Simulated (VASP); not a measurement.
All values below come from PBE GGA, VASP's PBE PAW potentials (set 64) (plane waves; VASP).

VASP input:

**KPOINTS**
```
K-points
0
Gamma
 9 9 9
0 0 0
```

POSCAR:
```
NiSi2
1.0
  0.0000000000   2.7255743727   2.7255743727
  2.7255743727   0.0000000000   2.7255743727
  2.7255743727   2.7255743727   0.0000000000
Si Ni
2 1
Cartesian
  1.3627871864   1.3627871864   1.3627871864
  4.0883615590   4.0883615590   4.0883615590
  0.0000000000   0.0000000000   0.0000000000
```

INCAR:
```
! general
SYSTEM  = NiSi2
PREC    = Accurate
ENCUT   = 400
LREAL   = .FALSE.
LASPH   = .TRUE.

! electronic loop
EDIFF   = 1E-6
NELM    = 100
ALGO    = Normal
LMAXMIX = 4

! smearing
ISMEAR  = 1
SIGMA   = 0.1

! functional
GGA     = PE

! ions
IBRION  = 2
NSW     = 60
ISIF    = 3
EDIFFG  = -0.02

! output
LWAVE   = .FALSE.
LCHARG  = .FALSE.
```

POTCAR, in this order: Si Ni (PBE.64 set). Program: vasp_std.

The run wrote:

### OUTCAR
```
 ion  position               nearest neighbor table
   1  0.250  0.250  0.250-   3 2.36   3 2.36   3 2.36   3 2.36   2 2.73   2 2.73   2 2.73   2 2.73
                             2 2.73   2 2.73
   2  0.750  0.750  0.750-   3 2.36   3 2.36   3 2.36   3 2.36   1 2.73   1 2.73   1 2.73   1 2.73
                             1 2.73   1 2.73
   3  0.000  0.000  0.000-   2 2.36   1 2.36   2 2.36   1 2.36   2 2.36   2 2.36   1 2.36   1 2.36
  LATTYP: Found a face centered cubic cell.
 ALAT       =     5.4511487454
 Subroutine PRICEL returns:
 Original cell was already a primitive cell.
 Subroutine GETGRP returns: Found 48 space group operations
The static configuration has the point symmetry O_h .
The dynamic configuration has the point symmetry O_h .
 Subroutine INISYM returns: Found 48 space group operations
 Subroutine IBZKPT returns following result:
 Found     35 irreducible k-points:

 Following reciprocal coordinates:
            Coordinates               Weight
  0.000000  0.000000  0.000000      1.000000
  0.111111  0.000000  0.000000      8.000000
  0.222222  0.000000  0.000000      8.000000
  0.333333  0.000000  0.000000      8.000000
  0.444444  0.000000  0.000000      8.000000
  0.111111  0.111111  0.000000      6.000000
  0.222222  0.111111  0.000000     24.000000
  0.333333  0.111111  0.000000     24.000000
  0.444444  0.111111  0.000000     24.000000
 -0.444444  0.111111  0.000000     24.000000
 -0.333333  0.111111  0.000000     24.000000
 -0.222222  0.111111  0.000000     24.000000
 -0.111111  0.111111  0.000000     12.000000
  0.222222  0.222222  0.000000      6.000000
  0.333333  0.222222  0.000000     24.000000
  0.444444  0.222222  0.000000     24.000000
 -0.444444  0.222222  0.000000     24.000000
 -0.333333  0.222222  0.000000     24.000000
 -0.222222  0.222222  0.000000     12.000000
  0.333333  0.333333  0.000000      6.000000
  0.444444  0.333333  0.000000     24.000000
 -0.444444  0.333333  0.000000     24.000000
 -0.333333  0.333333  0.000000     12.000000
  0.444444  0.444444  0.000000      6.000000
 -0.444444  0.444444  0.000000     12.000000
  0.333333  0.222222  0.111111     24.000000
  0.444444  0.222222  0.111111     48.000000
 -0.444444  0.222222  0.111111     48.000000
  0.444444  0.333333  0.111111     24.000000
 -0.444444  0.333333  0.111111     48.000000
 -0.333333  0.333333  0.111111     48.000000
 -0.222222  0.333333  0.111111     24.000000
 -0.444444  0.444444  0.111111     24.000000
 -0.333333  0.444444  0.111111     24.000000
 -0.333333  0.444444  0.222222     24.000000
   k-points           NKPTS =     35   k-points in BZ     NKDIM =     35   number of bands    NBANDS=     13
   number of dos      NEDOS =    301   number of ions     NIONS =      3
   total plane-waves  NPLWV =  21952
   dimension x,y,z NGX =    28 NGY =   28 NGZ =   28
   dimension x,y,z NGXF=    56 NGYF=   56 NGZF=   56
   ions per type =               2   1
   PREC   = accura    normal or accurate (medium, high low for compatibility)
   ISTART =      0    job   : 0-new  1-cont  2-samecut
   ICHARG =      2    charge: 1-file 2-atom 10-const
   ISPIN  =      1    spin polarized calculation?
   LNONCOLLINEAR =      F non collinear calculations
   LSORBIT =      F    spin-orbit coupling
   INIWAV =      1    electr: 0-lowe 1-rand  2-diag
   ENCUT  =  400.0 eV  29.40 Ry    5.42 a.u.   6.29  6.29  6.29*2*pi/ulx,y,z
   NELM   =    100;   NELMIN=  2; NELMDL= -5     # of ELM steps
   EDIFF  = 0.1E-05   stopping-criterion for ELM
   LREAL  =      F    real-space projection
   NLSPLINE    = F    spline interpolate recip. space projectors
   LMAXMIX     =    4 max onsite mixed and CHGCAR
   VOSKOWN=      0    Vosko Wilk Nusair interpolation
   EDIFFG = -.2E-01   stopping-criterion for IOM
...
```

OSZICAR:
```
       N       E                     dE             d eps       ncg     rms          rms(c)
DAV:   1     0.625937395011E+02    0.62594E+02   -0.66857E+03   910   0.114E+03
DAV:   2    -0.159760199102E+02   -0.78570E+02   -0.73940E+02   940   0.227E+02
DAV:   3    -0.193023560315E+02   -0.33263E+01   -0.32391E+01  1171   0.532E+01
DAV:   4    -0.193721244691E+02   -0.69768E-01   -0.69608E-01  1075   0.746E+00
DAV:   5    -0.193740077142E+02   -0.18832E-02   -0.18827E-02  1184   0.126E+00    0.162E+01
DAV:   6    -0.242958640365E+02   -0.49219E+01   -0.54043E+01   991   0.183E+02    0.256E+01
DAV:   7    -0.175043716155E+02    0.67915E+01   -0.16118E+01  1103   0.114E+02    0.409E+00
DAV:   8    -0.174123667951E+02    0.92005E-01   -0.23176E+00  1333   0.262E+01    0.246E+00
DAV:   9    -0.173746434578E+02    0.37723E-01   -0.24463E-01  1141   0.942E+00    0.524E-01
DAV:  10    -0.173741915738E+02    0.45188E-03   -0.60091E-03  1260   0.120E+00    0.282E-01
DAV:  11    -0.173742526920E+02   -0.61118E-04   -0.78998E-04  1099   0.324E-01    0.309E-02
DAV:  12    -0.173742850355E+02   -0.32343E-04   -0.50256E-05  1176   0.108E-01    0.229E-02
DAV:  13    -0.173742868742E+02   -0.18387E-05   -0.29791E-05  1094   0.111E-01    0.931E-03
DAV:  14    -0.173742872317E+02   -0.35746E-06   -0.16018E-06   849   0.124E-02
   1 F= -.17374287E+02 E0= -.17374586E+02  d E =-.173743E+02
```

### OUTCAR
```
------------------------ aborting loop because EDIFF is reached ----------------------------------------
  FORCE on cell =-STRESS in cart. coord.  units (eV):
  Direction    XX          YY          ZZ          XY          YZ          ZX
  --------------------------------------------------------------------------------------
  Total       -0.0342112     -0.0342112     -0.0342112      0.0000000      0.0000000      0.0000000
  in kB       -1.3535505     -1.3535505     -1.3535505      0.0000000      0.0000000      0.0000000
  external PRESSURE =      -1.3535505 kB  Pullay stress =       0.0000000 kB
  volume of cell :       40.50
      direct lattice vectors                 reciprocal lattice vectors
     0.000000000  2.725574373  2.725574373    -0.183447572  0.183447572  0.183447572
     2.725574373  0.000000000  2.725574373     0.183447572 -0.183447572  0.183447572
     2.725574373  2.725574373  0.000000000     0.183447572  0.183447572 -0.183447572
 POSITION                                       TOTAL-FORCE (eV/Angst)
 -----------------------------------------------------------------------------------
      1.36279      1.36279      1.36279        -0.000000     -0.000000      0.000000
      4.08836      4.08836      4.08836         0.000000      0.000000     -0.000000
      0.00000      0.00000      0.00000         0.000000     -0.000000      0.000000
 -----------------------------------------------------------------------------------
    total drift:                               -0.000000     -0.000000      0.000000
  FREE ENERGIE OF THE ION-ELECTRON SYSTEM (eV)
  ---------------------------------------------------
  free  energy   TOTEN  =       -17.3742872317 eV

  energy  without entropy=      -17.3751837963  energy(sigma->0) =      -17.37458609

 reached required accuracy - stopping structural energy minimisation
```
(Selected blocks of OUTCAR.)

The compound is NiSi2 in the fluorite structure. It was relaxed first. The start is the result of an earlier pass. The run is not spin-polarised, so no magnetic state was tried.
